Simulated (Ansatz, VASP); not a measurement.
# Cross-check of SiBi between VASP and Ansatz, part 2 of 2

One calculation is typed for both programs; each brings its own data sets and cutoff. How far apart do they land? The cell is invented: As first built, before any earlier steps moved the atoms (in the runner's words): it takes the SnP structure with all of its atoms replaced by other elements, volume scaled by an estimate. It may not be a known or stable phase. The cell is taken from a series of VASP runs on this material, whose earlier steps may have relaxed, scaled or displaced it; both programs get it as it stands.

VASP 6.6.1 and Ansatz 0.2.0.

So far: Starting point; VASP: band structure, HSE06.

### 3. Ansatz: band structure, HSE06

Level of this step: Ansatz beside VASP: Kohn-Sham DFT, plane waves, HSE06 (Ansatz).

Ansatz runs on its default PAW (the set named soft_2) files.

The same cell, functional, mesh and smearing now go to Ansatz, which takes its cutoff from its data sets.

Contents of input.yaml:

```yaml
crystal:
  lattice:
    - [-2.026887206, 2.026887206, 3.2462904277]
    - [2.026887206, -2.026887206, 3.2462904277]
    - [2.026887206, 2.026887206, -3.2462904277]
  atoms:
    - { symbol: Bi, position: [0.574132049, 0.574132049, 0.0] }
    - { symbol: Si, position: [0.997868951, 0.997868951, 0.0] }
hamiltonian:
  xc: { exchange: pbe, correlation: pbe, exx: { coeff: 0.25, omega: 0.2 } }
  pseudopotentials: { kind: paw }
kpoints:
  mp_grid: { grid: [5, 5, 5] }
  band_path:
    path:
      - [0.0, 0.0, 0.0]
      - [0.0, 0.0, 0.5]
      - [-0.19492, 0.19492, 0.5]
      - [-0.34746, 0.34746, 0.34746]
      - [0.0, 0.0, 0.0]
      - [0.5, 0.5, -0.5]
      - [0.34746, 0.65254, -0.34746]
      - [0.0, 0.5, 0.0]
      - [0.25, 0.25, 0.25]
      - [0.5, 0.5, -0.19492]
      - [0.5, 0.5, -0.5]
      - [0.25, 0.25, 0.25]
    npoints: 1
scf:
  occupations: { method: gaussian, width: 0.02 }
  n_extra_bands: 7
output:
  forces: true
  stress: true
  eigenvalues: true
```

Started as:

```
$ ansatz run input.yaml --threads 4 --pin off --max-ram 9216MiB --backend cpu --events-out ev --progress --plain --runs-dir out
```

Numbers of over 12 decimals in the logs are rounded to 6 here.

Log:

```text
Warning: output.stress: scf.convergence.dr2_threshold = 1e-7 eV (the SCF's general default) is looser than the 2e-10 eV advised for a printed stress (1e-10 eV for each atom of the cell: 2). What an SCF threshold leaves in a stress goes as its square root, and in the free energy as the threshold itself, and one threshold admits the most on a small cell: [figures from the program's tests cut] Set scf.convergence.dr2_threshold to 2e-10 eV or tighter. The threshold is an SCF's pass mark: one that does not reach it within its budget of iterations ends unconverged, or closes short of it on a stop that the run arms, and scf.convergence.dr2_threshold's page says what that costs each kind of run
Warning: output.stress: scf.exx.energy_threshold = 1e-6 eV is looser than the 2e-8 eV advised for a stress under a hybrid functional (1e-8 eV for each atom of the cell: 2). Every SCF of the exchange loop can meet its threshold on dr2 while the loop round them stops early: no threshold on dr2 bounds what that leaves in the stress. Set scf.exx.energy_threshold to 2e-8 eV or tighter. The threshold is the loop's pass mark: a loop that does not reach it within its budget of cycles ends unconverged, and scf.exx.energy_threshold's page has the law
scf.n_extra_bands = 7 over 10 filled bands (N_el = 19.0): the run solves 17 bands
Engine: ansatz 0.2.0, x86_64-unknown-linux-gnu
Pseudopotentials: kind: paw
Pseudopotential: Bi, paw, valence charge 15, recommended cutoff 420 eV (normal), Bi.paw.azcp
Pseudopotential: Si, paw, valence charge 4, recommended cutoff 420 eV (normal), Si.paw.azcp
Functional definition: unnamed
  parameter a_1 = 0.25
  parameter omega_1 = 0.2/angstrom
  exchange = pbe_x + (-a_1)*pbe_x_sr(omega_1) + a_1*exact_x_sr(omega_1)
  correlation = pbe_c
Crystal: 2 atoms, lattice volume = 53.347 Å³
Basis set: ecut = 420 eV, 1039 PW (Γ), exchange–correlation on 60×60×60 points (8 copies of the dense FFT grid, shifted against one another)
Bands: 17, of which v1, the nominal top of the filled ones, is band 10 counted from 1 (9 counted from 0)
Symmetry: 8 space group operations
Space group: I4mm (ITA 107), of the structure as read, at distance tolerance 3.8e-5 Å
k-points: 18 of 125 (time reversal used)
Non-local potential: Bi, projectors of the file, l = 0: 2, l = 1: 2, l = 2: 2, l = 3: 2
Non-local potential: Si, projectors of the file, l = 0: 2, l = 1: 2, l = 2: 2
PAW form: soft (Blöchl's): semilocal exchange-correlation on the pseudo side does not see the compensation charge
PAW frozen core: Bi, regenerated for the run's functional, and the local potential with it (the file was generated under x = pbe(κ = 0.804, μ = 0.219515), c = pbe(β = 0.066725))
PAW frozen core: Si, regenerated for the run's functional, and the local potential with it (the file was generated under x = pbe(κ = 0.804, μ = 0.219515), c = pbe(β = 0.066725))
PAW one-centre angular grid: Bi, 590 points (default); XC on 64 Gauss nodes
PAW one-centre angular grid: Si, 110 points (default); XC on 64 Gauss nodes
Initial density: superposition of atomic densities (neutral atoms: chi_scale 0, normalization atom), corrected by the library's trained network
Initial wavefunctions: pseudopotential atomic-orbital guess
Functional: x = pbe(κ = 0.804, μ = 0.219515), c = pbe(β = 0.066725), warm-up for x = pbe(κ = 0.804, μ = 0.219515) + 0.25 (exact − pbe) at short range (hse, ω = 0.2 Å⁻¹), c = pbe(β = 0.066725)
SCF iter   1: F=—  HF=-13031.515814 eV  |F-HF|=—  |Δ(HF+E_count)|=         —  Δρ=1.58e-3  dr2=1.47e-3  ethr=1.77e-3  ⟨swp⟩=11.7  Hψ=1670  notcnv=0
preconditioner: auto → none  [insulator: Δε(μ)=0.111 eV  Ē_g=11.426 eV  σ=0.020 eV  W_gap=0.69  n_scr=14 (ndim 8)  ℏωp=15.3 eV  f_vac=0.000  D(μ)=3.20/eV (n_scr^D=34)]
SCF iter   2: F=—  HF=-13031.516455 eV  |F-HF|=—  |Δ(HF+E_count)|=   6.41e-4  Δρ=7.56e-4  dr2=2.73e-4  ethr=7.74e-6  ⟨swp⟩=5.0  Hψ=957  notcnv=0  defer=12
iter 3 solved again at ethr=4.30e-8 eV; its pass at ethr=1.44e-6 eV (dr2=8.17e-6 eV) is discarded
SCF iter   3: F=—  HF=-13031.516552 eV  |F-HF|=—  |Δ(HF+E_count)|=   9.74e-5  Δρ=1.29e-4  dr2=7.51e-6  ethr=4.30e-8  ⟨swp⟩=3.9  Hψ=1171  notcnv=0  defer=1
SCF iter   4: F=—  HF=-13031.516555 eV  |F-HF|=—  |Δ(HF+E_count)|=   3.10e-6  Δρ=3.58e-5  dr2=5.25e-7  ethr=3.95e-8  ⟨swp⟩=3.0  Hψ=618  notcnv=0
SCF iter   5: F=—  HF=-13031.516556 eV  |F-HF|=—  |Δ(HF+E_count)|=   3.70e-7  Δρ=7.73e-6  dr2=1.52e-8  ethr=2.77e-9  ⟨swp⟩=3.0  Hψ=619  notcnv=0
SCF iter   6: F=-13031.516556 eV  HF=-13031.516556 eV  |F-HF|=1.35e-9  |Δ(HF+E_count)|=   3.73e-8  Δρ=1.72e-6  dr2=6.31e-10  ethr=7.98e-11  ⟨swp⟩=3.9  Hψ=624  notcnv=0
SCF 1 converged in 6 iterations: F = -13031.516556 eV  dr2 = 6.31e-10
  greatest PAW one-centre occupation: 0.987 electrons in one spin orbital (limit 2), on the Bi atom at site 0 (counted from 0), in its partial waves of l = 2
Initial density: handed on by an earlier stage of this run
Initial wavefunctions: those handed on with the density
Functional: x = pbe(κ = 0.804, μ = 0.219515) + 0.25 (exact − pbe) at short range (hse, ω = 0.2 Å⁻¹), c = pbe(β = 0.066725)
[...]
SCF iter   2: F=—  HF=-13035.635568 eV  |F-HF|=—  |Δ(HF+E_count)|=   3.87e-3  Δρ=1.46e-3  dr2=1.27e-3  ethr=5.60e-5  ⟨swp⟩=3.4  Hψ=805  notcnv=0
[...]
SCF 2 converged in 6 iterations: F = -13035.635363 eV  dr2 = 1.68e-8
  Residual-converged pass: ⟨swp⟩=3.1  Hψ=651  notcnv=0  max |occ|·‖R‖ = 6.6e-6 eV (tolerance 6.7e-6 eV)  dr2=1.69e-8  dr2_onsite=6.30e-9  max |Δocc| = 1.7e-46
  greatest PAW one-centre occupation: 0.988 electrons in one spin orbital (limit 2), on the Bi atom at site 0 (counted from 0), in its partial waves of l = 2
hybrid outer 1: dexx = +2.777e-3 eV, tail = 9.61e-4 eV
Exchange kernel: α = 0.2500, screened, ω = 0.2000 Å⁻¹, Wigner–Seitz truncation, v(0) = 1128.2297 eV·Å³, q-mesh 5×5×5, nearest image of the exchange supercell L = 20.27 Å, pair-density grid 18×18×18, without the augmentation charges, whose exchange is taken in its separable form by FFT convolution over the k-point mesh (sized by the pseudopotential files, 24×24×24 at the most), smooth part of the exact exchange by density-matrix convolution
Frozen-core exchange: fock
[...]
preconditioner: auto → none  [insulator: Δε(μ)=0.201 eV  Ē_g=12.695 eV  σ=0.020 eV  W_gap=0.69  n_scr=14 (ndim 8)  ℏωp=15.3 eV  f_vac=0.000  D(μ)=3.20/eV (n_scr^D=34)]
[...]
SCF 3 stopped early in 4 iterations: F = -13035.638469 eV  dr2 = 9.76e-7
  Residual-converged pass: ⟨swp⟩=3.0  Hψ=584  notcnv=0  max |occ|·‖R‖ = 6.0e-6 eV (tolerance 6.7e-6 eV)  dr2=9.76e-7  dr2_onsite=7.61e-8  max |Δocc| = 4.5e-48
hybrid outer 2: dexx = +4.452e-5 eV, tail = 6.04e-6 eV, Δε = 3.12e-2 eV (about 1.90e-3 eV left of the loop's levels), ΔF = 2.64e-2 eV/Å (tail 7.08e-3)
Exchange kernel: α = 0.2500, screened, ω = 0.2000 Å⁻¹, Wigner–Seitz truncation, v(0) = 1128.2297 eV·Å³, q-mesh 5×5×5, nearest image of the exchange supercell L = 20.27 Å, pair-density grid 18×18×18, without the augmentation charges, whose exchange is taken in its separable form by FFT convolution over the k-point mesh (sized by the pseudopotential files, 24×24×24 at the most), smooth part of the exact exchange by density-matrix convolution
Frozen-core exchange: fock
SCF iter   1: F=—  HF=-13035.638432 eV  |F-HF|=—  |Δ(HF+E_count)|=         —  Δρ=3.54e-5  dr2=3.02e-6  ethr=5.66e-8  ⟨swp⟩=4.9  Hψ=709  notcnv=0
preconditioner: auto → none  [insulator: Δε(μ)=0.200 eV  Ē_g=12.695 eV  σ=0.020 eV  W_gap=0.69  n_scr=14 (ndim 8)  ℏωp=15.3 eV  f_vac=0.000  D(μ)=3.20/eV (n_scr^D=34)]
SCF iter   2: F=—  HF=-13035.638432 eV  |F-HF|=—  |Δ(HF+E_count)|=   2.54e-7  Δρ=2.02e-5  dr2=2.43e-6  ethr=4.55e-9  ⟨swp⟩=2.9  Hψ=509  notcnv=0
SCF iter   3: F=—  HF=-13035.638432 eV  |F-HF|=—  |Δ(HF+E_count)|=   3.59e-8  Δρ=4.39e-6  dr2=2.30e-6  ethr=6.97e-10  ⟨swp⟩=3.0  Hψ=522  notcnv=0
SCF iter   4: F=—  HF=-13035.638470 eV  |F-HF|=—  |Δ(HF+E_count)|=   3.81e-5  Δρ=2.82e-5  dr2=7.10e-7  ethr=3.66e-11  ⟨swp⟩=5.1  Hψ=1220  notcnv=0  defer=1
SCF iter   5: F=—  HF=-13035.638470 eV  |F-HF|=—  |Δ(HF+E_count)|=   2.45e-7  Δρ=6.99e-6  dr2=4.97e-8  ethr=3.66e-11  ⟨swp⟩=5.1  Hψ=867  notcnv=0
SCF iter   6: F=—  HF=-13035.638470 eV  |F-HF|=—  |Δ(HF+E_count)|=   2.70e-9  Δρ=1.41e-6  dr2=3.88e-8  ethr=3.66e-11  ⟨swp⟩=3.0  Hψ=602  notcnv=0
SCF iter   7: F=—  HF=-13035.638470 eV  |F-HF|=—  |Δ(HF+E_count)|=   2.09e-7  Δρ=4.65e-6  dr2=1.54e-8  ethr=5.43e-12  ⟨swp⟩=5.1  Hψ=906  notcnv=0  defer=1
SCF iter   8: F=—  HF=-13035.638470 eV  |F-HF|=—  |Δ(HF+E_count)|=   4.92e-9  Δρ=5.40e-7  dr2=1.38e-9  ethr=5.43e-12  ⟨swp⟩=4.0  Hψ=697  notcnv=0
Mixer restart at iter 8: flushing history
SCF iter   9: F=-13035.638470 eV  HF=-13035.638470 eV  |F-HF|=1.56e-10  |Δ(HF+E_count)|=   6.02e-9  Δρ=8.58e-7  dr2=3.78e-10  ethr=1.00e-12  ⟨swp⟩=4.0  Hψ=756  notcnv=0
SCF 4 converged in 9 iterations: F = -13035.638470 eV  dr2 = 3.78e-10
  Residual-converged pass: ⟨swp⟩=3.0  Hψ=595  notcnv=0  max |occ|·‖R‖ = 2.5e-7 eV (tolerance 2.7e-7 eV)  dr2=3.79e-10  dr2_onsite=1.45e-11  max |Δocc| = 1.2e-49
hybrid outer 3: dexx = +2.451e-8 eV, tail = 4.25e-9 eV, Δε = 5.45e-4 eV (about 2.52e-5 eV left of the loop's levels), ΔF = 2.99e-4 eV/Å (tail 8.87e-5)
NSCF: frozen V_eff on 12 k-points
hybrid SCF converged: 3 outer / 19 inner (+6 warm-up), last move |dexx| = 2.45e-8 eV, tail = 4.25e-9 eV
Stability not checked: this state was not tested for a lower state beside it, because the functional holds exact exchange (a hybrid, or Hartree-Fock), whose exchange loop this test does not read (fock_operator; see scf.lower_state_search)
Free energy (F): -13035.638470 eV
Frozen-core exchange: fock
Harris-Foulkes:  -13035.638470 eV  (|F-HF|=1.56e-10)
Internal energy: -13035.637829 eV  (E = F + TS)
E sigma→0 (E₀):  -13035.638150 eV
Entropy (-TS):   -0.000641 eV (-0.320 meV/atom)
Fermi energy:    8.764523 eV
--- Per-component energies (eV) ---
  E_band       = -132.626907
  E_kinetic    = 338.730698
  E_local      = -1639.239334  (includes V_loc(G=0)·N_el)
  E_nonlocal   = 586.619679
  E_hartree    = 544.963632
  E_xc         = -164.800635
  E_vxc        = -151.376258  (∫ρ·V_xc dr)
  E_exx        = -40.329689  (= α·E_x^exact, valence–valence)
  E_paw        = -11180.723404  (= ΣΔE_a)
  E_vpaw       = -276.629199  (= ΣTr[D̂ρ^β])
  E_aug_tail   = -0.000426  (compensation charges beyond the density's cutoff)
  E_ewald      = -1480.951561
  E_core_change = 0.093212  (= ΣΔE_core)
  E_smearing   = -0.000641  (= −TS)
  E_closure    = -0.000000  (closes the sum)
  Σ components = -13035.638470   (vs F -13035.638470, Δ=0.00e0)
--- Forces (eV/Å), atoms counted from 1 ---
  atom   1  Bi    -0.00000000     0.00000000     0.09872974
  atom   2  Si     0.00000000     0.00000000    -0.09873020
  max |Σ_I F_I| component: 4.65e-7 eV/Å
--- Stress (GPa, compression-positive) ---
       -2.235178       0.000000      -0.000000
        0.000000      -2.235178      -0.000000
       -0.000000      -0.000000      -2.974021
  P = ⅓ Tr σ = -2.4815 GPa (-24.815 kbar)
--- Band table (eV; the first three rows and the last of 18) ---
  k-point 0: bands = [... 6 lower, 5.5864, 7.8024, 7.8024, 8.3763, 12.0607, 13.4247, 13.4247, 14.3210, ... 3 higher]
  k-point 1: bands = [... 6 lower, 3.1323, 6.5078, 6.9955, 10.0076, 11.7706, 12.2941, 13.0280, 15.6781, ... 3 higher]
  k-point 2: bands = [... 6 lower, 1.8146, 4.0133, 5.1240, 6.5121, 11.1450, 14.4711, 17.4422, 17.6517, ... 3 higher]
  k-point 17: bands = [... 6 lower, 0.6824, 3.7707, 6.4108, 7.6593, 13.5941, 14.6909, 15.4654, 16.8031, ... 3 higher]
```

It took 49 s on 4 threads of Intel Xeon Platinum 8488C (Sapphire Rapids), shared host; peak memory 1.2 GiB.

The column dr2 measures how far the density is from self-consistency, as an energy; F and HF (Harris–Foulkes) agree once it is small.

### 4. Differences

Known differences besides the potentials themselves: exact exchange at q = 0 is treated differently, which shows on coarse meshes; VASP keeps PBE cores, Ansatz makes them for the functional; the cutoff is 420 eV in Ansatz and 400 eV in VASP; VASP takes a coarser grid for exact exchange (PRECFOCK = Fast). Total energies have different zeros and are not compared.

Forces (eV/Å; atoms numbered as in POSCAR):

```csv
atom,"Ansatz x, y, z","VASP x, y, z"
Bi1,"0.000, 0.000, 0.099","0.000, 0.000, 0.102"
Si2,"0.000, 0.000, -0.099","0.000, 0.000, -0.102"
```

The forces differ by 2.1 meV/Å r.m.s., which is 3.5 % of the r.m.s. force of 0.06 eV/Å (both taken over all components). Levels from 3 eV below to 2 eV above the Fermi level differ by 4 meV r.m.s. and 10 meV at most; each VASP level is matched to the nearest of Ansatz, which flatters the figure a little.

### 5. What came out

```yaml
r_m_s_difference_of_levels_near_the_fermi_level_band_structure_hse06: 3.7 meV
```

The r.m.s. difference of levels near the Fermi level is 3.7 meV (band structure, HSE06), within the 80 meV picked in this series as the mark of a large difference. Such differences can come from data sets, numerical settings and the points named under the comparisons, not from the functional's error against experiment.

[Lines on the potential files, build, host, timing and source positions are cut from VASP's logs without a mark.]

[Logs are printed without paths, hosts, clocks, repeated set-up lines and the standing remarks that a program may print on its own settings, such as how far it seeks lower states.]

[Hosts, paths, dates, database ids (printed as entryN), source tags and the programs' standing remarks are cut or masked in the printed files.]
